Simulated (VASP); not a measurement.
```
TiB2
1.0
    1.50441    -2.67667     0.00000
    1.50441     2.67667     0.00000
    0.00000     0.00000     3.17694
Ti B
1 2
Cartesian
  0.00000   0.00000   0.00000
  1.50441   0.89222   1.58847
  1.57321  -0.89222   1.58847
```

All values below come from RPBE GGA, VASP's PBE PAW potentials (set 64) (plane waves; VASP). Run with 520 eV cut-off, 10×10×9 Γ-centred mesh, first-order Methfessel-Paxton smearing of 0.10 eV, potentials Ti_sv B.

### Question
Give the force on each atom (eV/Å).

### Answer

```tsv
atom	Fx	Fy	Fz
Ti1	0.535	0.024	0.000
B2	0.833	-0.161	0.000
B3	-1.367	0.137	0.000
```

### Question
Give the stress tensor in GPa (positive for a compressed cell).

### Answer

```
11.17  -1.55   0.00
-1.55  -4.79   0.00
 0.00   0.00  10.61
```
The pressure is its mean diagonal, 5.66 GPa.

The compound is TiB2 in the AlB2 type structure. The cell was not relaxed at this level, atoms are displaced from their ideal sites. The run is one of a series of settings (GGA = RP against the base run), some of them coarse on purpose.
